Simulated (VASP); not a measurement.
Input:

```
BN
1.0
    0.00000     1.79180     1.79180
    1.79180     0.00000     1.79180
    1.79180     1.79180     0.00000
B N
1 1
Direct
  0.00000   0.00000   0.00000
  0.25000   0.25000   0.25000
```

Computed with LDA (Ceperley-Alder, Perdew-Zunger), VASP's LDA PAW potentials (set 64) (plane waves; VASP). Run with 520 eV cut-off, 13×13×13 Γ-centred mesh, Gaussian smearing of 0.010 eV, potentials B N.

**Question.** Give the electronic dielectric tensor ε∞ (DFPT, local fields included).

**Answer.** 
```
4.57  0.00  0.00
0.00  4.57  0.00
0.00  0.00  4.57
```

**Question.** Give the Born effective charges.

**Answer.** 
| atom | Z*xx | Z*yy | Z*zz | mean |
|---|---|---|---|---|
| B1 | 1.87 | 1.87 | 1.87 | 1.87 |
| N2 | -1.87 | -1.87 | -1.87 | -1.87 |

**Question.** And the static tensor with the ions free?

**Answer.** 
```
6.73  0.00  0.00
0.00  6.73  0.00
0.00  0.00  6.73
```

**Question.** Which frequencies do the optical Γ-point modes have (no LO-TO splitting)?

**Answer.** 1067 (×3) cm⁻¹.

The piezoelectric tensor e of the same run, ions relaxed (C/m²):

|  | xx | yy | zz | yz | xz | xy |
|---|---|---|---|---|---|---|
| x | 0.00 | 0.00 | 0.00 | -0.75 | 0.00 | 0.00 |
| y | 0.00 | 0.00 | 0.00 | 0.00 | -0.75 | 0.00 |
| z | 0.00 | 0.00 | 0.00 | 0.00 | 0.00 | -0.75 |

The compound is BN in the zinc blende structure. It was relaxed first.
